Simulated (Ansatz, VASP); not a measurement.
# Ru (Ruthenium) in two plane-wave programs

Aim: how closely do two programs agree when they are given the same cell, functional and k mesh? The cell is taken from a series of runs on this material, whose earlier steps may have relaxed, scaled, displaced or heated it; both programs get it as it stands.

Program: Ansatz 0.2.0. Level of theory: plane waves, with VASP 6.6.1 beside it; zone-centre phonons at LDA. Results are calculated unless marked as measured.

**1. Set-up**

The structure is hexagonal, space group P6_3/mmc (No. 194). Conventional cell: a = 2.728 Å, b = 2.728 Å, c = 4.176 Å, α = 90.00°, β = 90.00°, γ = 120.00°. Nearest to Ru lie 12 Ru at 2.62 to 2.73 Å.

**2. Ansatz: zone-centre phonons, LDA**

Ansatz runs on its PAW soft_1 files.

Second derivatives magnify differences that forces hide, and they need a tight electronic threshold.

input.yaml reads:

```yaml
crystal:
  lattice:
    - [2.7284025106, 0.0, 0.0]
    - [-1.3642012553, 2.3628658859, 0.0]
    - [0.0, 0.0, 4.1758454501]
  atoms:
    - { symbol: Ru, position: [0.3333333333, 0.6666666667, 0.25] }
    - { symbol: Ru, position: [0.6666666667, 0.3333333333, 0.75] }
kpoints:
  mp_grid: { grid: [18, 18, 12] }
hamiltonian:
  xc: lda
  pseudopotentials: { kind: paw, azcp: { folder: soft_1 }, xc_functional: pbe }
scf:
  occupations: { method: methfessel_paxton, width: 0.2 }
output:
  eigenvalues: true
phonons:
  method: dfpt
```

Started as:

```bash
ansatz run input.yaml --threads 4 --pin off --max-ram 10240MiB --backend cpu --events-out ev --progress --plain --runs-dir out
```

Numbers of over 12 decimals in the logs are rounded to 6 here.

Output:

```text
zone centre: on kpoints.mp_grid the ground state, and the responses unless they are solved on pairs of k-points, stand on 637 of the mesh's 3888 k-points, reduced under 4 symmetry operations, with k and −k counted as one. Each operation leaves every solved displacement unchanged or reverses it
Engine: ansatz 0.2.0, aarch64-unknown-linux-gnu
Pseudopotentials: kind: paw
Pseudopotential: Ru, paw, valence charge 16, recommended cutoff 420 eV (normal), soft_1/Ru.paw.azcp
Functional definition: SPW92
  exchange = slater_x
  correlation = pw_c
Crystal: 2 atoms, lattice volume = 26.921 Å³
Basis set: ecut = 420 eV, 535 PW (Γ), exchange–correlation on 40×40×60 points (8 copies of the dense FFT grid, shifted against one another)
Bands: 20, of which v1, the nominal top of the filled ones, is band 16 counted from 1 (15 counted from 0)
Symmetry: 24 space group operations
k-points: 637 of 3888 (irreducible under 4 space group operations, time reversal used)
Non-local potential: Ru, projectors of the file, l = 0: 3, l = 1: 2, l = 2: 2, l = 3: 1
PAW form: soft (Blöchl's): semilocal exchange-correlation on the pseudo side does not see the compensation charge
PAW frozen core: Ru, regenerated for the run's functional, and the local potential with it (the file was generated under x = pbe(κ = 0.804, μ = 0.219515), c = pbe(β = 0.066725))
PAW one-centre angular grid: Ru, 590 points (default); XC on 64 Gauss nodes
Initial density: superposition of atomic densities (chi_scale 0.1, normalization cell)
Initial wavefunctions: pseudopotential atomic-orbital guess
Functional: x = slater, c = lda
SCF iter   1: F=—  HF=-11518.141677 eV  |F-HF|=—  |Δ(HF+E_count)|=         —  Δρ=1.31e-1  dr2=4.39e0  ethr=3.10e-3  ⟨swp⟩=5.0  Hψ=111222  notcnv=0  defer=54
automatic band count: the SCF goes on with 24 bands, as 20 were too few: they end inside the smearing window of the response
preconditioner: auto → none  [metal: Δε(μ)=0.029 eV  Ē_g=11.602 eV  σ=0.200 eV  W_gap=0.12  n_scr=8 (ndim 8)  ℏωp=28.6 eV  f_vac=0.000  D(μ)=1.42/eV (n_scr^D=22)  sad-step TF]
SCF iter   2: F=—  HF=-11517.088333 eV  |F-HF|=—  |Δ(HF+E_count)|=    1.05e0  S|Δr|=    0.00e0  Δρ=7.36e-2  dr2=1.38e0  ethr=3.10e-3  ⟨swp⟩=2.8  Hψ=29581  notcnv=0  defer=1776
SCF iter   3: F=—  HF=-11516.617718 eV  |F-HF|=—  |Δ(HF+E_count)|=   4.71e-1  S|Δr|=    0.00e0  Δρ=3.44e-3  dr2=1.42e-3  ethr=3.10e-3  ⟨swp⟩=2.0  Hψ=21816  notcnv=0  defer=1776
SCF iter   4: F=—  HF=-11516.618877 eV  |F-HF|=—  |Δ(HF+E_count)|=   1.16e-3  S|Δr|=    0.00e0  Δρ=4.15e-4  dr2=1.54e-5  ethr=4.44e-6  ⟨swp⟩=2.4  Hψ=30801  notcnv=0  defer=1623
SCF iter   5: F=—  HF=-11516.618891 eV  |F-HF|=—  |Δ(HF+E_count)|=   1.43e-5  S|Δr|=    0.00e0  Δρ=1.54e-4  dr2=3.31e-6  ethr=4.80e-8  ⟨swp⟩=2.3  Hψ=23010  notcnv=0  defer=1623
SCF iter   6: F=—  HF=-11516.618890 eV  |F-HF|=—  |Δ(HF+E_count)|=   9.23e-7  S|Δr|=    0.00e0  Δρ=2.03e-5  dr2=4.55e-8  ethr=1.03e-8  ⟨swp⟩=2.8  Hψ=24503  notcnv=0  defer=1623
SCF iter   7: F=—  HF=-11516.618890 eV  |F-HF|=—  |Δ(HF+E_count)|=   1.63e-8  S|Δr|=    0.00e0  Δρ=2.92e-6  dr2=1.67e-9  ethr=1.42e-10  ⟨swp⟩=2.6  Hψ=23601  notcnv=0  defer=1623
SCF iter   8: F=—  HF=-11516.618890 eV  |F-HF|=—  |Δ(HF+E_count)|=  3.49e-10  S|Δr|=    0.00e0  Δρ=2.90e-7  dr2=1.69e-11  ethr=5.22e-12  ⟨swp⟩=2.2  Hψ=21549  notcnv=0  defer=1623
SCF iter   9: F=-11516.618890 eV  HF=-11516.618890 eV  |F-HF|=3.64e-12  |Δ(HF+E_count)|=    0.00e0  S|Δr|=    0.00e0  Δρ=1.37e-8  dr2=2.32e-14  ethr=1.00e-12  ⟨swp⟩=10.0  Hψ=73073  notcnv=0
SCF 1 converged in 9 iterations: F = -11516.618890 eV  dr2 = 2.32e-14
  greatest PAW one-centre occupation: 1.000 electrons in one spin orbital (limit 2), on the Ru atom at site 1 (counted from 0), in its partial waves of l = 0
DFPT response loops at Γ: preconditioner auto → Kerker (q_TF=auto, 2.808 Å⁻¹) (partly filled bands, converged f_vac=0.000); β = 1.00, the filter's whole step (`scf.mixing.beta` (0.50) is not read by the response loops under this deck's `scf.mixing.preconditioner`; to damp them name `kerker` or `kerker_dos`, under which they read `scf.mixing.beta`, and type it under 1.00, their step now; both keys bind the ground state too); Broyden in place of MSR1
SCF converged after 9 iterations
Stability not checked: this state was not tested for a lower state beside it, because cold or Methfessel-Paxton smearing, or corrected tetrahedra, fill the levels in a way that the test cannot read (fill_not_monotonic; see scf.lower_state_search)
Free energy (F): -11516.618890 eV
Harris-Foulkes:  -11516.618890 eV  (|F-HF|=3.64e-12)
Internal energy: -11516.618486 eV  (E = F + TS)
E sigma→0 (E₀):  -11516.618789 eV
Entropy (-TS):   -0.000404 eV (-0.202 meV/atom)
Fermi energy:    23.270248 eV
Step filling:    the computed levels leave a gap of 0.0000 eV = 0.0 smearing widths at the electron count; against every level under it full and every level over it empty, smearing changes F+E_penalty+E_count by +0.676 meV and its σ→0 estimate by +0.777 meV
--- Per-component energies (eV) ---
  E_band       = -113.935884
  E_kinetic    = 921.352639
  E_local      = -2535.533097  (includes V_loc(G=0)·N_el)
  E_nonlocal   = 835.894534
  E_hartree    = 836.128866
  E_xc         = -338.874011
  E_vxc        = -430.068711  (∫ρ·V_xc dr)
  E_paw        = -6763.609149  (= ΣΔE_a)
  E_vpaw       = -577.840087  (= ΣTr[D̂ρ^β])
  E_aug_tail   = 0.001099  (compensation charges beyond the density's cutoff)
  E_ewald      = -4473.122736
  E_core_change = 1.143369  (= ΣΔE_core)
  E_smearing   = -0.000404  (= −TS)
  E_closure    = 0.000000  (closes the sum)
  Σ components = -11516.618890   (vs F -11516.618890, Δ=0.00e0)
--- Band table (eV; the first three rows and the last of 637) ---
  k-point 0: bands = [... 12 lower, 21.1109, 21.3524, 21.3524, 21.5877, 21.5877, 24.4685, 24.4685, 24.9397, ... 4 higher]
  k-point 1: bands = [... 12 lower, 21.0645, 21.2926, 21.2926, 21.7354, 21.7354, 24.4845, 24.4845, 24.6516, ... 4 higher]
  k-point 2: bands = [... 12 lower, 20.9352, 21.1325, 21.1325, 22.0830, 22.0830, 23.9137, 24.5099, 24.5099, ... 4 higher]
  k-point 636: bands = [... 12 lower, 20.5846, 20.5846, 21.8699, 21.8699, 24.8924, 24.8924, 28.2882, 28.2882, ... 4 higher]
--- Phonons (Γ-DFPT): 2 representative perturbations + reference, on 637 of 3888 k-points (Σ response iterations 6) ---
  k mesh reduced under 4 symmetry operations, with k and −k counted as one. Each operation leaves every solved displacement unchanged or reverses it
  ASR residual: 1.065e-5 → 0.000e0 eV/Å²; symmetrization residual: 6.508e-13 eV/Å²
  ASR residual per site (eV/Å²): 1.06e-5 1.06e-5
  Γ frequencies (cm⁻¹): 0.00 0.00 0.00 209.78 209.78 278.46
  non-analytic LO–TO correction: not included (Born effective charges unavailable; polar crystals: no LO–TO splitting at Γ)
```

**3. VASP: zone-centre phonons, LDA**

The same cell, functional (in two slightly different forms), mesh and smearing now go to VASP, with its own data sets.

Lines of VASP's logs that name or quote its potential files are left out, and so is its time.

INCAR reads:

```
SYSTEM = Ru
PREC = Accurate
ENCUT = 500
EDIFF = 1E-08
NELM = 120
ISMEAR = 1
SIGMA = 0.2
LREAL = .FALSE.
ALGO = Normal
GGA = PW92
NBANDS = 20
LASPH = .TRUE.
LORBIT = 11
LWAVE = .FALSE.
LCHARG = .FALSE.
ISIF = 2
IBRION = 8
GGA_COMPAT = .FALSE.
KPAR = 2
```

POSCAR reads:

```
Ru
1.0
    2.7284025106      0.0000000000      0.0000000000
   -1.3642012553      2.3628658859      0.0000000000
    0.0000000000      0.0000000000      4.1758454501
Ru
2
Direct
    0.3333333334      0.6666666668      0.2500000000
    0.6666666668      0.3333333334      0.7500000000
```

KPOINTS reads:

```
Automatic mesh
0
Gamma
18 18 12
0 0 0
```

Potentials, in the order of the species: Ru_pv (LDA family, release 64).

Started as:

```bash
mpirun -np 2 vasp_std
```

Output:

```text
[banner, memory and clock lines left out]
running    2 mpi-ranks, on    1 nodes
 distrk:  each k-point on    1 cores,    2 groups
 distr:  one band on    1 cores,    1 groups

 POSCAR found type information on POSCAR Ru
 POSCAR found :  1 types and       2 ions
|                                                                             |
|               ----> ADVICE to this user running VASP <----                  |
|                                                                             |
|     You enforced a specific xc type in the INCAR file but a different       |
|     [... a line on the potential file left out ...]
|     I HOPE YOU KNOW WHAT YOU ARE DOING!                                     |
|                                                                             |

 LDA part: xc-table for (Slater(with rela. corr.)+PW92), standard interpolation
 POSCAR, INCAR and KPOINTS ok, starting setup
 FFT: planning ... GRIDC
 FFT: planning ... GRID_SOFT
 FFT: planning ... GRID
 WAVECAR not read
 entering main loop
       N       E                     dE             d eps       ncg     rms          rms(c)
DAV:   1     0.280518276687E+03    0.28052E+03   -0.17343E+04 10384   0.152E+03
DAV:   2    -0.167949737411E+02   -0.29731E+03   -0.28889E+03 10708   0.455E+02
DAV:   3    -0.227559843717E+02   -0.59610E+01   -0.59108E+01 11800   0.721E+01
DAV:   4    -0.228049886876E+02   -0.49004E-01   -0.48963E-01 13368   0.609E+00
DAV:   5    -0.228056630336E+02   -0.67435E-03   -0.67113E-03 11616   0.621E-01    0.188E+01
DAV:   6    -0.214301457461E+02    0.13755E+01   -0.32852E+00 11832   0.179E+01    0.490E+00
DAV:   7    -0.213504080397E+02    0.79738E-01   -0.48303E-01 11796   0.489E+00    0.112E+00
DAV:   8    -0.213405285193E+02    0.98795E-02   -0.23441E-02 11504   0.129E+00    0.363E-01
DAV:   9    -0.213396537912E+02    0.87473E-03   -0.13619E-03 11888   0.410E-01    0.328E-02
DAV:  10    -0.213396702399E+02   -0.16449E-04   -0.11901E-04 11660   0.110E-01    0.232E-02
DAV:  11    -0.213396685313E+02    0.17086E-05   -0.18369E-05 11680   0.415E-02    0.148E-03
DAV:  12    -0.213396685026E+02    0.28630E-07   -0.20645E-07 12092   0.424E-03    0.106E-03
DAV:  13    -0.213396684952E+02    0.73992E-08   -0.46376E-09  7536   0.671E-04
   1 F= -.21339668E+02 E0= -.21339545E+02  d E =-.371761E-03
 Linear response reoptimize wavefunctions to high precision
DAV:   1    -0.213396685004E+02   -0.51905E-08   -0.83741E-10  7336   0.303E-04
DAV:   2    -0.213396685004E+02    0.12278E-10   -0.54254E-11  6792   0.855E-05
 Linear response DOF=           2
 Linear response progress:
  Degree of freedom:   1/  2
       N       E                     dE             d eps       ncg     rms          rms(c)
RMM:   1    -0.508360443588E+00   -0.50836E+00    0.34152E+00 46346   0.595E+01
RMM:   2    -0.610367942646E+00   -0.10201E+00   -0.11947E-01 63580   0.291E+00    0.141E-01
RMM:   3    -0.609326338594E+00    0.10416E-02   -0.35360E-03 73070   0.492E-01    0.638E-02
RMM:   4    -0.608178437332E+00    0.11479E-02   -0.45745E-04 73452   0.166E-01    0.236E-02
RMM:   5    -0.608024963727E+00    0.15347E-03   -0.30436E-05 88109   0.425E-02    0.993E-03
RMM:   6    -0.607952932893E+00    0.72031E-04   -0.48016E-05 77177   0.129E-02    0.644E-03
RMM:   7    -0.607945628732E+00    0.73042E-05   -0.40225E-05 76903   0.777E-03    0.714E-04
RMM:   8    -0.607963611050E+00   -0.17982E-04   -0.24764E-05 94999   0.252E-03    0.333E-04
RMM:   9    -0.607970903341E+00   -0.72923E-05   -0.13879E-05 86974   0.111E-03    0.747E-05
RMM:  10    -0.607971636864E+00   -0.73352E-06   -0.82042E-06 99778   0.655E-04    0.198E-05
RMM:  11    -0.607971946125E+00   -0.30926E-06   -0.42998E-06 88550   0.442E-04    0.898E-06
RMM:  12    -0.607971995720E+00   -0.49596E-07   -0.27603E-06 94428   0.344E-04    0.424E-06
RMM:  13    -0.607971937926E+00    0.57794E-07   -0.14991E-06104185   0.289E-04    0.142E-06
RMM:  14    -0.607971979280E+00   -0.41353E-07   -0.10083E-06 93595   0.260E-04    0.685E-07
RMM:  15    -0.607971992140E+00   -0.12860E-07   -0.56336E-07 97746   0.243E-04    0.396E-07
RMM:  16    -0.607972009172E+00   -0.17033E-07   -0.41312E-07 93857   0.233E-04    0.161E-07
RMM:  17    -0.607972010584E+00   -0.14115E-08   -0.24244E-07 76101   0.226E-04    0.142E-07
RMM:  18    -0.607972020512E+00   -0.99280E-08   -0.22584E-07 84896   0.222E-04    0.667E-08
 first order change of Fermi-energy   0.79291E-06
 force on displaced ion       1 direction 1 :  -8.203   0.001   0.000
 Linear response progress:
  Degree of freedom:   2/  2
       N       E                     dE             d eps       ncg     rms          rms(c)
RMM:   1    -0.614779483563E+00   -0.61478E+00    0.38289E+00 15978   0.602E+01
RMM:   2    -0.728735164936E+00   -0.11396E+00   -0.13315E-01 22051   0.302E+00    0.143E-01
RMM:   3    -0.728551109725E+00    0.18406E-03   -0.12950E-03 25276   0.465E-01    0.722E-02
RMM:   4    -0.727983473203E+00    0.56764E-03   -0.16916E-04 24930   0.163E-01    0.212E-02
RMM:   5    -0.727843820668E+00    0.13965E-03    0.36715E-04 29603   0.505E-02    0.135E-02
RMM:   6    -0.727803370732E+00    0.40450E-04    0.89321E-05 26408   0.161E-02    0.959E-03
RMM:   7    -0.727776004565E+00    0.27366E-04    0.32290E-05 25426   0.100E-02    0.244E-03
RMM:   8    -0.727771837416E+00    0.41671E-05    0.28508E-05 29663   0.383E-03    0.677E-04
RMM:   9    -0.727780253308E+00   -0.84159E-05    0.24380E-05 28257   0.174E-03    0.860E-05
RMM:  10    -0.727781620238E+00   -0.13669E-05    0.14297E-05 29420   0.840E-04    0.422E-05
RMM:  11    -0.727783038258E+00   -0.14180E-05    0.89111E-06 31453   0.529E-04    0.110E-05
RMM:  12    -0.727783999297E+00   -0.96104E-06    0.13954E-07 30649   0.403E-04    0.406E-06
RMM:  13    -0.727783709170E+00    0.29013E-06    0.29049E-06 33556   0.339E-04    0.160E-06
RMM:  14    -0.727783963724E+00   -0.25455E-06    0.51192E-07 33205   0.303E-04    0.145E-06
RMM:  15    -0.727784009761E+00   -0.46036E-07    0.16543E-07 31864   0.286E-04    0.866E-07
RMM:  16    -0.727784083568E+00   -0.73807E-07   -0.38358E-07 33493   0.275E-04    0.373E-07
RMM:  17    -0.727784071361E+00    0.12207E-07   -0.34049E-07 28000   0.267E-04    0.409E-07
RMM:  18    -0.727784071539E+00   -0.17832E-09   -0.30003E-07 23991   0.262E-04    0.446E-07
RMM:  19    -0.727784079902E+00   -0.83629E-08   -0.39867E-07 23302   0.259E-04    0.637E-07
RMM:  20    -0.727784082367E+00   -0.24650E-08   -0.40725E-07 23206   0.257E-04    0.752E-07
RMM:  21    -0.727784083274E+00   -0.90737E-09   -0.40079E-07 23175   0.256E-04    0.771E-07
RMM:  22    -0.727784079302E+00    0.39720E-08   -0.37436E-07 23056   0.255E-04    0.840E-07
RMM:  23    -0.727784078872E+00    0.42998E-09   -0.35290E-07 22968   0.255E-04    0.865E-07
 first order change of Fermi-energy   0.12201E-03
 force on displaced ion       1 direction 3 :  -0.000   0.000 -14.584
 Linear response finished
```

(Continued in part 2 of 2.)

[Lines on the potential files, build, host, timing and source positions are cut from VASP's logs without a mark.]

[Logs are printed without paths, hosts, clocks, repeated set-up lines and the standing remarks that a program may print on its own settings, such as how far it seeks lower states.]

[Hosts, paths, dates, database ids (printed as entryN), source tags and the programs' standing remarks are cut or masked in the printed files.]
